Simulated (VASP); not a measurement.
# NaSc (P-6m2) in VASP: reference runs

Aim: a first look at NaSc with PBE, on the cell as given and on a disturbed one.

All numbers are computed with VASP 6.6.1; they aren't measurements. Logs are shortened: lines on timing, memory, paths and dates and some standing lists are left out, and cuts for length are marked.

**1. The structure**

It takes space group P-6m2 (No. 187, hexagonal). Conventional cell: a = 3.262 Å, b = 3.262 Å, c = 6.098 Å, α = 90.00°, β = 90.00°, γ = 120.00°. Na (site symmetry -6m2) is surrounded by 6 Na at 3.26 Å and 6 Sc at 3.58 Å. Sc (site symmetry -6m2) has 6 Sc at 3.26 Å and 6 Na at 3.58 Å as nearest neighbours.

The cell was built by a generator and needn't be a form met in nature.

**2. Single point, PBE**

Input file INCAR:

```
SYSTEM = NaSc
  ALGO = Normal
  EDIFF = 1E-7
  ENCUT = 520
  GGA = PE
  ISIF = 2
  ISMEAR = -1
  LASPH = .True.
  LCHARG = .False.
  LREAL = .False.
  LWAVE = .False.
  NBANDS = 16
  NELM = 100
  PREC = Accurate
  SIGMA = 0.05
```

Input file KPOINTS:

```
k-points
0
Gamma
  9 9 5
  0 0 0
```

Input file POSCAR:

```
NaSc
1.0
    3.2619300000      0.0000000000      0.0000000000
   -1.6309600000      2.8249100000      0.0000000000
    0.0000000000      0.0000000000      6.0977100000
Na Sc
1 1
Direct
    0.0000000000      0.0000000000      0.5000000000
    0.3333300000      0.6666700000      0.0000000000
```

Potentials or basis: VASP PAW PBE potentials, release 64 (Na_pv, Sc_sv).

On the command line:

```console
$ cat potpaw_PBE.64/Na_pv/POTCAR potpaw_PBE.64/Sc_sv/POTCAR > POTCAR
$ mpirun -np 1 vasp_std > vasp.out
```

OUTCAR:

```text
SYSTEM = NaSc
   EDIFF = 1E-7
   ENCUT = 520
   GGA = PE
   ISIF = 2
   ISMEAR = -1
   LASPH = .True.
   LREAL = .False.
   NELM = 100
   PREC = Accurate

 ion  position               nearest neighbor table
   1  0.000  0.000  0.500-
   2  0.333  0.667  0.000-

  LATTYP: Found a hexagonal cell.
 ALAT       =     3.2619300000
 C/A-ratio  =     1.8693564853

  Lattice vectors:

 A1 = (   3.2619300000,   0.0000000000,   0.0000000000)
 A2 = (  -1.6309600000,   2.8249100000,   0.0000000000)
 A3 = (   0.0000000000,   0.0000000000,   6.0977100000)

Analysis of symmetry for initial positions (statically):
=====================================================================
 Subroutine PRICEL returns:
 Original cell was already a primitive cell.

 Routine SETGRP: Setting up the symmetry group for a
 hexagonal supercell.

 Subroutine GETGRP returns: Found  4 space group operations
 (whereof  4 operations were pure point group operations)
 out of a pool of 24 trial point group operations.

The static configuration has the point symmetry C_2v.

Analysis of symmetry for dynamics (positions and initial velocities):
=====================================================================
 Subroutine PRICEL returns:
 Original cell was already a primitive cell.

 Routine SETGRP: Setting up the symmetry group for a
 hexagonal supercell.

 Subroutine GETGRP returns: Found  4 space group operations
 (whereof  4 operations were pure point group operations)
 out of a pool of 24 trial point group operations.

The dynamic configuration has the point symmetry C_2v.

 Subroutine INISYM returns: Found  4 space group operations
 (whereof  4 operations are pure point group operations),
 and found     1 'primitive' translations

----------------------------------------------------------------------------------------

                                     Primitive cell

  volume of cell :      56.1883

  direct lattice vectors                    reciprocal lattice vectors
     3.261930000  0.000000000  0.000000000     0.306566971  0.176996247  0.000000000
    -1.630960000  2.824910000  0.000000000     0.000000000  0.353993579  0.000000000
     0.000000000  0.000000000  6.097710000     0.000000000  0.000000000  0.163995992

  length of vectors
     3.261930000  3.261923823  6.097710000     0.353992908  0.353993579  0.163995992

  position of ions in fractional coordinates (direct lattice)
     0.000000000  0.000000000  0.500000000
     0.333330000  0.666670000  0.000000000

  ion indices of the primitive-cell ions
   primitive index   ion index
                 1           1
                 2           2

----------------------------------------------------------------------------------------

 KPOINTS: k-points

Automatic generation of k-mesh.
 Grid dimensions read from file:
 generate k-points for:    9    9    5

 Generating k-lattice:

  Cartesian coordinates                     Fractional coordinates (reciprocal lattice)
     0.034062997  0.019666250  0.000000000     0.111111111  0.000000000  0.000000000
     0.000000000  0.039332620  0.000000000     0.000000000  0.111111111  0.000000000
     0.000000000  0.000000000  0.032799198     0.000000000  0.000000000  0.200000000

  Length of vectors
     0.039332545  0.039332620  0.032799198

  Shift w.r.t. Gamma in fractional coordinates (k-lattice)
     0.000000000  0.000000000  0.000000000

 Subroutine IBZKPT returns following result:
 ===========================================

 Found     75 irreducible k-points:

 Following reciprocal coordinates:
            Coordinates               Weight
  0.000000  0.000000  0.000000      1.000000
  0.111111 -0.000000  0.000000      4.000000
 -0.111111  0.111111  0.000000      2.000000
  0.222222 -0.000000  0.000000      4.000000
 -0.222222  0.222222  0.000000      2.000000
  0.333333 -0.000000  0.000000      4.000000
[... 16 lines left out ...]
 -0.222222 -0.444444  0.000000      4.000000
  0.444444  0.333333  0.000000      4.000000
 [... further k-points ...]
   k-points           NKPTS =     75   k-points in BZ     NKDIM =     75   number of bands    NBANDS=     16
   number of dos      NEDOS =    301   number of ions     NIONS =      2
   total plane-waves  NPLWV =  27648
   dimension x,y,z NGX =    24 NGY =   24 NGZ =   48
   dimension x,y,z NGXF=    48 NGYF=   48 NGZF=   96
   ions per type =               1   1
   NGX,Y,Z   is equivalent  to a cutoff of  12.23, 12.23, 13.09 a.u.
   NGXF,Y,Z  is equivalent  to a cutoff of  24.46, 24.46, 26.17 a.u.
 SYSTEM =  NaSc
   PREC   = accura    normal or accurate (medium, high low for compatibility)
   ISTART =      0    job   : 0-new  1-cont  2-samecut
   ICHARG =      2    charge: 1-file 2-atom 10-const
   ISPIN  =      1    spin polarized calculation?
   LNONCOLLINEAR =      F non collinear calculations
   LSORBIT =      F    spin-orbit coupling
   LASPH  =      T    aspherical Exc in radial PAW
   ENCUT  =  520.0 eV  38.22 Ry    6.18 a.u.   6.07  6.07 11.34*2*pi/ulx,y,z
   NELM   =    100;   NELMIN=  2; NELMDL= -5     # of ELM steps
   EDIFF  = 0.1E-06   stopping-criterion for ELM
   LREAL  =      F    real-space projection
   EDIFFG = 0.1E-05   stopping-criterion for IOM
   NSW    =      0    number of steps for IOM
   IBRION =     -1    ionic relax: 0-MD 1-quasi-New 2-CG
   NFREE  =      0    steps in history (QN), initial steepest desc. (CG)
   ISIF   =      2    stress and relaxation
   ISYM   =      2    0-nonsym 1-usesym 2-fastsym
   POTIM  = 0.5000    time-step for ionic-motion
   TEBEG  =    0.0;   TEEND  =   0.0 temperature during run
   PSTRESS=    0.0 pullay stress
   NELECT =      18.0000    total number of electrons
   NUPDOWN=      -1.0000    fix difference up-down
   EMIN   =  10.00;   EMAX   =-10.00  energy-range for DOS
   EFERMI =   0.00;   METHOD = LEGACY
   ISMEAR =    -1;   SIGMA  =   0.05  broadening in eV -4-tet -1-fermi 0-gaus
   EFERMI_NEDOS =   21; number of points for ismear=-14 and -15
   IALGO  =     38    algorithm
   IMIX   =      4    mixing-type and parameters
     AMIX     =   0.40;   BMIX     =  1.00
     AMIX_MAG =   1.60;   BMIX_MAG =  1.00
  volume/ion in A,a.u.               =      28.09       189.59
  Fermi-wavevector in a.u.,A,eV,Ry     =   1.120169  2.116813 17.072308  1.254779
  Thomas-Fermi vector in A             =   2.256814
   LORBIT       =      0    0 simple, 1 ext, 2 COOP (PROOUT), +10 PAW based schemes
   GGA     = PE    functional components
   LHFCALC =     F    Hartree Fock is set to
   AEXX    =    0.0000 exact exchange contribution
   IVDW    =     0    specifies the selected vdW correction
   LEPSILON=     F    determine dielectric tensor
   LRPA    =     F    only Hartree local field effects (RPA)
 non-spin polarized calculation
  energy-cutoff  :      520.00
  volume of cell :       56.19
 maximum number of plane-waves:      1554
   NGX = 13   NGY = 13   NGZ = 23

 number of electron      17.9999992 magnetization

 Free energy of the ion-electron system (eV)
  ---------------------------------------------------
  ext. energy  EPLUGINS =         0.00000000
  ---------------------------------------------------
  free energy    TOTEN  =        -6.86779633 eV

  energy without entropy =       -6.84185001  energy(sigma->0) =       -6.85482317

 E-fermi :   2.0333     XC(G=0):  -8.3276

 val. band max:        2.0214571040   @ k =   0.2222   0.2222   0.0000
 cond. band min:       2.0363385396   @ k =   0.3333   0.3333   0.0000
 fundamental gap:      0.0148814356
 Fermi energy:         2.0332503738

 k-point     1 :       0.0000    0.0000    0.0000
  band No.  band energies     occupation
      1     -47.9270      2.00000
      2     -26.5903      2.00000
      3     -26.3672      2.00000
      4     -26.3672      2.00000
      5     -22.2098      2.00000
      6     -22.2097      2.00000
[... 8 lines left out ...]
     15       5.0781      0.00000
     16      13.5193      0.00000

 k-point     2 :       0.1111   -0.0000    0.0000
  band No.  band energies     occupation
      1     -47.9225      2.00000
      2     -26.5853      2.00000
      3     -26.4024      2.00000
      4     -26.3754      2.00000
      5     -22.2223      2.00000
      6     -22.2126      2.00000
[... 8 lines left out ...]
     15       5.1694      0.00000
     16      12.9944      0.00000

 k-point     3 :      -0.1111    0.1111    0.0000
  band No.  band energies     occupation
      1     -47.9225      2.00000
      2     -26.5853      2.00000
      3     -26.4024      2.00000
      4     -26.3753      2.00000
      5     -22.2223      2.00000
      6     -22.2126      2.00000
[... 8 lines left out ...]
     15       5.1694      0.00000
     16      12.9944      0.00000

 k-point     4 :       0.2222   -0.0000    0.0000
  band No.  band energies     occupation
      1     -47.9109      2.00000
      2     -26.5725      2.00000
      3     -26.4907      2.00000
      4     -26.3960      2.00000
      5     -22.2540      2.00000
      6     -22.2198      2.00000
[... 8 lines left out ...]
     15       5.4269      0.00000
     16      10.2005      0.00000

 k-point     5 :      -0.2222    0.2222    0.0000
  band No.  band energies     occupation
      1     -47.9109      2.00000
      2     -26.5725      2.00000
      3     -26.4907      2.00000
      4     -26.3960      2.00000
      5     -22.2540      2.00000
      6     -22.2198      2.00000
[... 8 lines left out ...]
     15       5.4269      0.00000
     16      10.2006      0.00000

 k-point     6 :       0.3333   -0.0000    0.0000
  band No.  band energies     occupation
      1     -47.8978      2.00000
      2     -26.5895      2.00000
      3     -26.5581      2.00000
      4     -26.4193      2.00000
      5     -22.2896      2.00000
      6     -22.2280      2.00000
[... 8 lines left out ...]
     15       5.8311      0.00000
     16       7.8702      0.00000

 k-point     7 :      -0.3333    0.3333    0.0000
  band No.  band energies     occupation
      1     -47.8978      2.00000
      2     -26.5896      2.00000
      3     -26.5581      2.00000
      4     -26.4193      2.00000
      5     -22.2896      2.00000
      6     -22.2279      2.00000
[... 8 lines left out ...]
     15       5.8311      0.00000
     16       7.8702      0.00000

 k-point     8 :       0.4444   -0.0000    0.0000
  band No.  band energies     occupation
      1     -47.8892      2.00000
      2     -26.6533      2.00000
      3     -26.5486      2.00000
      4     -26.4345      2.00000
      5     -22.3127      2.00000
      6     -22.2333      2.00000
[... 8 lines left out ...]
     15       6.0971      0.00000
     16       6.9276      0.00000

 k-point     9 :      -0.4444    0.4444    0.0000
  band No.  band energies     occupation
      1     -47.8892      2.00000
      2     -26.6533      2.00000
      3     -26.5486      2.00000
      4     -26.4345      2.00000
      5     -22.3127      2.00000
      6     -22.2333      2.00000
[... 8 lines left out ...]
     15       6.0971      0.00000
     16       6.9276      0.00000
[... 172 lines left out ...]
 k-point    19 :       0.4444    0.4444    0.0000
  band No.  band energies     occupation
      1     -47.8869      2.00000
      2     -26.6507      2.00000
      3     -26.5461      2.00000
      4     -26.4587      2.00000
      5     -22.3116      2.00000
      6     -22.2419      2.00000
[... 8 lines left out ...]
     15       6.4787      0.00000
     16       7.3605      0.00000

 k-point    20 :       0.2222    0.2222    0.0000
  band No.  band energies     occupation
      1     -47.8920      2.00000
      2     -26.5945      2.00000
      3     -26.5517      2.00000
      4     -26.4688      2.00000
      5     -22.2913      2.00000
      6     -22.2455      2.00000
[... 8 lines left out ...]
     15       6.4052      0.00000
     16       7.7322      0.00000

 k-point    21 :      -0.2222    0.4444    0.0000
  band No.  band energies     occupation
      1     -47.8920      2.00000
      2     -26.5945      2.00000
      3     -26.5517      2.00000
      4     -26.4687      2.00000
      5     -22.2913      2.00000
      6     -22.2455      2.00000
[... 8 lines left out ...]
     15       6.4052      0.00000
     16       7.7322      0.00000

 k-point    22 :       0.3333    0.2222    0.0000
  band No.  band energies     occupation
      1     -47.8854      2.00000
      2     -26.6167      2.00000
      3     -26.5445      2.00000
      4     -26.5075      2.00000
      5     -22.2991      2.00000
      6     -22.2594      2.00000
[... 8 lines left out ...]
     15       7.0044      0.00000
     16       7.3891      0.00000

 k-point    23 :      -0.2222   -0.4444    0.0000
  band No.  band energies     occupation
      1     -47.8854      2.00000
      2     -26.6167      2.00000
      3     -26.5445      2.00000
      4     -26.5075      2.00000
      5     -22.2991      2.00000
      6     -22.2594      2.00000
[... 8 lines left out ...]
     15       7.0044      0.00000
     16       7.3891      0.00000

 k-point    24 :       0.4444    0.3333    0.0000
  band No.  band energies     occupation
      1     -47.8854      2.00000
      2     -26.6167      2.00000
      3     -26.5445      2.00000
      4     -26.5075      2.00000
      5     -22.2991      2.00000
      6     -22.2594      2.00000
[... 8 lines left out ...]
     15       7.0044      0.00000
     16       7.3891      0.00000

 [... further k-points ...]

------------------------ aborting loop because EDIFF is reached ----------------------------------------

  FORCE on cell =-STRESS in cart. coord.  units (eV):
  Direction    XX          YY          ZZ          XY          YZ          ZX
  --------------------------------------------------------------------------------------
  -------------------------------------------------------------------------------------
  Total        0.0017617      0.0017289     -0.0352129     -0.0000283      0.0000000      0.0000000
  in kB        0.0502329      0.0492998     -1.0040760     -0.0008078      0.0000000      0.0000000
  external PRESSURE =      -0.3015144 kB  Pullay stress =       0.0000000 kB

 VOLUME and BASIS-vectors are now :
 -----------------------------------------------------------------------------
  energy-cutoff  :      520.00
  volume of cell :       56.19
      direct lattice vectors                 reciprocal lattice vectors
     3.261930000  0.000000000  0.000000000     0.306566971  0.176996247  0.000000000
    -1.630960000  2.824910000  0.000000000     0.000000000  0.353993579  0.000000000
     0.000000000  0.000000000  6.097710000     0.000000000  0.000000000  0.163995992

 POSITION                                       TOTAL-FORCE (eV/Angst)
 -----------------------------------------------------------------------------------
      0.00000      0.00000      3.04886        -0.000004      0.000002      0.000000
     -0.00001      1.88328      0.00000         0.000004     -0.000002      0.000000
 -----------------------------------------------------------------------------------
    total drift:                               -0.000004     -0.000009      0.000000

  FREE ENERGIE OF THE ION-ELECTRON SYSTEM (eV)
  ---------------------------------------------------
  free  energy   TOTEN  =        -6.8677963309 eV

  energy  without entropy=       -6.8418500080  energy(sigma->0) =       -6.85482317
```

Run time: 95 s. Hardware: 1 thread of AMD EPYC, shared host; peak memory 0.18 GiB.

Results:

| Item | Value |
| --- | --- |
| Free energy | -6.8678 eV |
| Pressure | 0.0 GPa |
| Band gap on the k mesh | none (metal or under the smearing width) |

Stress tensor (GPa, compression positive):
```
 0.01  0.00  0.00
 0.00  0.00  0.00
 0.00  0.00 -0.10
```

(Part 1 of 2 ends here.)
